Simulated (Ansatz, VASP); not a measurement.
# FeGe: VASP beside Ansatz, part 2 of 2

Wanted: the spread between two codes on one cell, functional and k mesh.

VASP 6.6.1 and Ansatz 0.2.0.

So far. Step 2 (Ansatz: single point, r2SCAN): The run ends at a pressure of 0.43 GPa, with forces up to 0.017 eV/Å.

The database entry behind the starting cell differs from later determinations by our own check (about 0.2 % short), so it need not match the best structure at ambient conditions.

**3. VASP: single point, r2SCAN**

Level of this step: r2SCAN, spin-polarised from a ferromagnetic start; plane waves and PAW (Fe, Ge_d) (VASP).

The same cell, functional, mesh and smearing now go to VASP, with its own data sets and cutoff.

Lines of VASP's logs that name or quote its potential files are left out, and so is its time.

INCAR reads:

```
SYSTEM = FeGe
PREC = Accurate
ENCUT = 450
EDIFF = 1E-06
NELM = 100
ISMEAR = -5
SIGMA = 0.1
LREAL = .FALSE.
ALGO = Normal
METAGGA = R2SCAN
LASPH = .TRUE.
NBANDS = 73
ISPIN = 2
MAGMOM = 1 1 1 1 0 0 0 0
LMAXMIX = 4
LORBIT = 11
LWAVE = .FALSE.
LCHARG = .FALSE.
KPAR = 2
NEDOS = 2001
```

POSCAR reads:

```
FeGe
1.0
    4.7150076713      0.0000000000      0.0000000000
    0.0000000000      4.7150076713      0.0000000000
    0.0000000000      0.0000000000      4.7150076713
Fe Ge
4 4
Direct
    0.1347249393      0.1347249393      0.1347249393
    0.3652750607      0.8652750607      0.6347249393
    0.6347249393      0.3652750607      0.8652750607
    0.8652750607      0.6347249393      0.3652750607
    0.8446083847      0.8446083847      0.8446083847
    0.6553916153      0.1553916153      0.3446083847
    0.3446083847      0.6553916153      0.1553916153
    0.1553916153      0.3446083847      0.6553916153
```

KPOINTS reads:

```
Automatic mesh
0
Gamma
10 10 10
0 0 0
```

PAW data sets: Fe and Ge_d (PBE family, release 64).

Command:

```console
$ mpirun -np 2 vasp_std
```

Numbers of over 12 decimals in the logs are rounded to 6 here.

The program printed:

```text
[banner, memory and clock lines left out]
running    2 mpi-ranks, on    1 nodes
 distrk:  each k-point on    1 cores,    2 groups
 distr:  one band on    1 cores,    1 groups

 POSCAR found type information on POSCAR FeGe
 POSCAR found :  2 types and       8 ions
|                                                                             |
|               ----> ADVICE to this user running VASP <----                  |
|                                                                             |
|     You enforced a specific xc type in the INCAR file but a different       |
|     [... a line on the potential file left out ...]
|     I HOPE YOU KNOW WHAT YOU ARE DOING!                                     |
|                                                                             |

 LDA part: xc-table for (None), standard interpolation
 POSCAR, INCAR and KPOINTS ok, starting setup
 FFT: planning ... GRIDC
 FFT: planning ... GRID_SOFT
 FFT: planning ... GRID
 WAVECAR not read
 entering main loop
       N       E                     dE             d eps       ncg     rms          rms(c)
DAV:   1     0.877940231557E+03    0.87794E+03   -0.30055E+04 28634   0.304E+03
DAV:   2     0.731067953646E+02   -0.80483E+03   -0.72886E+03 22192   0.758E+02
DAV:   3    -0.112426819033E+03   -0.18553E+03   -0.17348E+03 22233   0.207E+02
DAV:   4    -0.127612459374E+03   -0.15186E+02   -0.14963E+02 25128   0.682E+01
DAV:   5    -0.127923417267E+03   -0.31096E+00   -0.31066E+00 24786   0.114E+01    0.279E+01
DAV:   6    -0.126298028116E+03    0.16254E+01   -0.54780E+01 26477   0.761E+01    0.378E+01
DAV:   7    -0.111338792722E+03    0.14959E+02   -0.37434E+01 25910   0.519E+01    0.546E+00
DAV:   8    -0.111722236812E+03   -0.38344E+00   -0.18169E+00 27135   0.604E+00    0.421E+00
DAV:   9    -0.111869050788E+03   -0.14681E+00   -0.19594E-01 27583   0.325E+00    0.324E+00
DAV:  10    -0.111977155604E+03   -0.10810E+00   -0.93707E-02 29704   0.234E+00    0.224E+00
DAV:  11    -0.112047812704E+03   -0.70657E-01   -0.63646E-02 31537   0.188E+00    0.228E+00
DAV:  12    -0.112076804543E+03   -0.28992E-01   -0.22929E-02 30728   0.101E+00    0.156E+00
DAV:  13    -0.112084691373E+03   -0.78868E-02   -0.77843E-03 30474   0.559E-01    0.106E+00
DAV:  14    -0.112090325846E+03   -0.56345E-02   -0.95476E-03 30489   0.965E-01    0.492E-01
DAV:  15    -0.112091908025E+03   -0.15822E-02   -0.38621E-03 26817   0.512E-01    0.150E-01
DAV:  16    -0.112092071208E+03   -0.16318E-03   -0.50516E-04 26988   0.211E-01    0.212E-01
DAV:  17    -0.112092267411E+03   -0.19620E-03   -0.23386E-04 28554   0.170E-01    0.568E-02
DAV:  18    -0.112092238489E+03    0.28922E-04   -0.87881E-05 28175   0.673E-02    0.500E-02
DAV:  19    -0.112092304992E+03   -0.66502E-04   -0.33222E-05 27549   0.515E-02    0.131E-02
DAV:  20    -0.112092305356E+03   -0.36463E-06   -0.91096E-06 22012   0.160E-02
   1 F= -.11209231E+03 E0= -.11209231E+03  d E =0.000000E+00  mag=     7.9708
|                                                                             |
|           W    W    AA    RRRRR   N    N  II  N    N   GGGG   !!!           |
|           W    W   A  A   R    R  NN   N  II  NN   N  G    G  !!!           |
|           W    W  A    A  R    R  N N  N  II  N N  N  G       !!!           |
|           W WW W  AAAAAA  RRRRR   N  N N  II  N  N N  G  GGG   !            |
|           WW  WW  A    A  R   R   N   NN  II  N   NN  G    G                |
|           W    W  A    A  R    R  N    N  II  N    N   GGGG   !!!           |
|                                                                             |
|     Tetrahedron method does not include variations of the Fermi             |
|     occupations, so forces and stress will be inaccurate. We suggest        |
|     using a different smearing scheme ISMEAR = 1 or 2 for metals in         |
|     relaxations.                                                            |
|                                                                             |
```

From OUTCAR (step 3):

```text
ion  position               nearest neighbor table
   1  0.135  0.135  0.135-   5 2.37   6 2.47   7 2.47   8 2.47   7 2.65   8 2.65   6 2.65   4 2.89
                             4 2.89   2 2.89   2 2.89   3 2.89   3 2.89
   2  0.365  0.865  0.635-   6 2.37   5 2.47   7 2.47   8 2.47   7 2.65   8 2.65   5 2.65   3 2.89
                             3 2.89   1 2.89   4 2.89   4 2.89   1 2.89
   3  0.635  0.365  0.865-   7 2.37   6 2.47   5 2.47   8 2.47   8 2.65   6 2.65   5 2.65   2 2.89
                             2 2.89   1 2.89   4 2.89   4 2.89   1 2.89
   4  0.865  0.635  0.365-   8 2.37   6 2.47   7 2.47   5 2.47   6 2.65   5 2.65   7 2.65   1 2.89
                             1 2.89   2 2.89   3 2.89   2 2.89   3 2.89
   5  0.845  0.845  0.845-   1 2.37   2 2.47   3 2.47   4 2.47   3 2.65   4 2.65   2 2.65   6 2.92
                             7 2.92   8 2.92   6 2.92   8 2.92   7 2.92
   6  0.655  0.155  0.345-   2 2.37   1 2.47   3 2.47   4 2.47   3 2.65   4 2.65   1 2.65   8 2.92
                             5 2.92   5 2.92   7 2.92   7 2.92   8 2.92
   7  0.345  0.655  0.155-   3 2.37   2 2.47   1 2.47   4 2.47   4 2.65   2 2.65   1 2.65   8 2.92
                             5 2.92   8 2.92   6 2.92   6 2.92   5 2.92
   8  0.155  0.345  0.655-   4 2.37   2 2.47   3 2.47   1 2.47   2 2.65   1 2.65   3 2.65   7 2.92
                             5 2.92   7 2.92   5 2.92   6 2.92   6 2.92

  LATTYP: Found a simple cubic cell.
 ALAT       =     4.7150076713

 Subroutine GETGRP returns: Found 12 space group operations
 (whereof  3 operations were pure point group operations)

The static configuration has the point symmetry C_3 .
 The point group associated with its full space group is T   .

 Found     76 irreducible k-points:

   k-points           NKPTS =     76   k-points in BZ     NKDIM =     76   number of bands    NBANDS=     73

   dimension x,y,z NGX =    36 NGY =   36 NGZ =   36
   dimension x,y,z NGXF=    72 NGYF=   72 NGZF=   72

   ENCUT  =  450.0 eV  33.07 Ry    5.75 a.u.   8.16  8.16  8.16*2*pi/ulx,y,z

   NELECT =      88.0000    total number of electrons

 k-points in reciprocal lattice and weights: Automatic mesh
   0.00000000  0.00000000  0.00000000       0.001
   0.10000000  0.00000000  0.00000000       0.006
   0.20000000  0.00000000  0.00000000       0.006
   0.30000000  0.00000000  0.00000000       0.006
   0.40000000  0.00000000  0.00000000       0.006
   0.50000000  0.00000000  0.00000000       0.003
   0.10000000  0.10000000  0.00000000       0.012
   0.20000000  0.10000000  0.00000000       0.012
  -0.10000000  0.20000000  0.00000000       0.012
[...]
0.50000000  0.50000000  0.40000000       0.006
   0.50000000  0.50000000  0.50000000       0.001

 average (electrostatic) potential at core
       1 -46.5312       2 -46.5312       3 -46.5312       4 -46.5312       5 -76.3063
       6 -76.3063       7 -76.3063       8 -76.3063

 E-fermi :   8.1747

 spin component 1
 k-point     1 :       0.0000    0.0000    0.0000
  band No.  band energies     occupation
    ...
     43       5.9850      1.00000
     44       5.9850      1.00000
     45       6.3873      1.00000
     46       6.3873      1.00000
     47       6.3873      1.00000
     48       9.1529      0.00000
     49       9.1529      0.00000
     50       9.1529      0.00000
     51      10.1524      0.00000
     52      10.1524      0.00000
    ...

 k-point     2 :       0.1000    0.0000    0.0000
  band No.  band energies     occupation
    ...
     43       5.9113      1.00000
     44       6.1130      1.00000
     45       6.3267      1.00000
     46       6.3696      1.00000
     47       6.7349      1.00000
     48       8.6602     -0.08181
     49       8.9501      0.00000
     50       9.3461      0.00000
     51       9.6926      0.00000
     52      10.3159      0.00000
    ...

 k-point     3 :       0.2000    0.0000    0.0000
  band No.  band energies     occupation
    ...
     43       5.8392      1.00000
     44       6.0455      1.00000
     45       6.3216      1.00000
     46       6.3488      1.00000
     47       7.4775      1.00000
     48       8.2121      0.47369
     49       8.5975      0.00000
     50       9.0047      0.00000
     51       9.1314      0.00000
     52      10.6134      0.00000
    ...

 k-point     4 :       0.3000    0.0000    0.0000
  band No.  band energies     occupation
    ...
     44       5.9489      1.00000
     45       6.2524      1.00000
     46       6.3789      1.00000
     47       7.8809      1.00000
     48       8.1080      0.99635
     49       8.2930      0.00514
     50       8.4297      0.00179
     51       9.2095      0.00000
     52      10.9455      0.00000
     53      11.5789      0.00000
    ...

 k-point     5 :       0.4000    0.0000    0.0000
  band No.  band energies     occupation
    ...
     45       6.2037      1.00000
     46       6.3690      1.00000
     47       7.7708      1.00000
     48       8.0242      1.00000
     49       8.0338      0.88609
     50       8.0762      0.21308
     51      10.1541      0.00000
     52      11.3080      0.00000
     53      11.8303      0.00000
     54      11.8851      0.00000
    ...

 k-point     6 :       0.5000    0.0000    0.0000
  band No.  band energies     occupation
    ...
     46       6.2846      1.00000
     47       7.8211      1.00000
     48       7.8211      1.00000
     49       7.9695      1.14146
     50       7.9695      0.66767
     51      11.1792      0.00000
     52      11.1792      0.00000
     53      11.7184      0.00000
     54      11.7184      0.00000
     55      12.2580      0.00000
    ...

  Total       -0.0400416     -0.0400416     -0.0400416     -0.0000000      0.0000000      0.0000000
  in kB       -0.6120333     -0.6120333     -0.6120333     -0.0000000      0.0000000      0.0000000
  external PRESSURE =      -0.6120333 kB  Pullay stress =       0.0000000 kB

  energy-cutoff  :      450.00
  volume of cell :      104.82
      direct lattice vectors                 reciprocal lattice vectors
     4.715007671  0.000000000  0.000000000     0.212088732  0.000000000  0.000000000
     0.000000000  4.715007671  0.000000000     0.000000000  0.212088732  0.000000000
     0.000000000  0.000000000  4.715007671     0.000000000  0.000000000  0.212088732

 POSITION                                       TOTAL-FORCE (eV/Angst)
 -----------------------------------------------------------------------------------
      0.63523      0.63523      0.63523         0.000306      0.000306      0.000306
      1.72227      4.07978      2.99273        -0.000306     -0.000306      0.000306
      2.99273      1.72227      4.07978         0.000306     -0.000306     -0.000306
      4.07978      2.99273      1.72227        -0.000306      0.000306     -0.000306
      3.98234      3.98234      3.98234         0.001251      0.001251      0.001251
      3.09018      0.73267      1.62483        -0.001251     -0.001251      0.001251
      1.62483      3.09018      0.73267         0.001251     -0.001251     -0.001251
      0.73267      1.62483      3.09018        -0.001251      0.001251     -0.001251
 -----------------------------------------------------------------------------------
    total drift:                                0.000001      0.000001     -0.000000

  FREE ENERGIE OF THE ION-ELECTRON SYSTEM (eV)
  ---------------------------------------------------
  free  energy   TOTEN  =      -112.0923053561 eV

  energy  without entropy=     -112.0923053561  energy(sigma->0) =     -112.09230536

 total charge
# of ion       s       p       d       tot
------------------------------------------
    1        0.379   0.509   6.350   7.238
    2        0.379   0.509   6.350   7.238
    3        0.379   0.509   6.350   7.238
    4        0.379   0.509   6.350   7.238
    5        1.117   1.257  10.104  12.477
    6        1.117   1.257  10.104  12.477
    7        1.117   1.257  10.104  12.477
    8        1.117   1.257  10.104  12.477
--------------------------------------------------
tot          5.983   7.062  65.815  78.860

 magnetization (x)
# of ion       s       p       d       tot
------------------------------------------
    1        0.008  -0.013   2.239   2.233
    2        0.008  -0.013   2.239   2.233
    3        0.008  -0.013   2.239   2.233
    4        0.008  -0.013   2.239   2.233
    5        0.003  -0.122  -0.016  -0.134
    6        0.003  -0.122  -0.016  -0.134
    7        0.003  -0.122  -0.016  -0.134
    8        0.003  -0.122  -0.016  -0.134
--------------------------------------------------
tot          0.044  -0.540   8.892   8.396

[... 6 further parts left out ...]
```

The magnetic state follows from one typed start and may not be the lowest. SCAN-type functionals tend to overstate the moments of itinerant magnets. With tetrahedra the forces and stress of a metal are not exact derivatives of the energy.

**4. Side by side**

Known differences besides the potentials themselves: VASP keeps PBE cores, Ansatz makes them for the functional; the data sets hold 120 valence electrons in Ansatz (default PAW (the set named soft_2) files) and 88 in VASP; the cutoff is 500 eV in Ansatz and 450 eV in VASP; site moments are counted in spheres of each program's own size. Total energies have different zeros and are not compared.

Compared:

```csv
quantity,Ansatz,VASP,difference
pressure (GPa),0.43,-0.06,+0.49
pressure without Ansatz's Pulay correction (GPa),0.30,-0.06,+0.36
total moment (μB),7.98,7.97,+0.01
moment on Fe1 (μB),2.24,2.23,0.00
moment on Fe2 (μB),2.24,2.23,0.00
moment on Fe3 (μB),2.24,2.23,0.00
moment on Fe4 (μB),2.24,2.23,0.00
moment on Ge5 (μB),-0.09,-0.13,+0.05
moment on Ge6 (μB),-0.09,-0.13,+0.05
moment on Ge7 (μB),-0.09,-0.13,+0.05
moment on Ge8 (μB),-0.09,-0.13,+0.05
```

At this near-relaxed geometry the largest component of a force difference is 8 meV/Å. Ansatz's pressure holds a Pulay correction of 0.13 GPa; VASP's holds none.

**5. Outcome**

- difference in total moment (single point, r2SCAN): 0.012 μB
- r.m.s. force difference (single point, r2SCAN): 8.1 meV/Å

**Reading.** The r.m.s. force difference is 8.1 meV/Å (single point, r2SCAN), within the 12 meV/Å picked in this series as the mark of a large difference. Such differences can come from data sets, numerical settings and the points named under the comparisons, not from the functional's error against experiment.

[Lines on the potential files, build, host, timing and source positions are cut from VASP's logs without a mark.]

[Logs are printed without paths, hosts, clocks, repeated set-up lines and the standing remarks that a program may print on its own settings, such as how far it seeks lower states.]

[Hosts, paths, dates, database ids (printed as entryN), source tags and the programs' standing remarks are cut or masked in the printed files.]
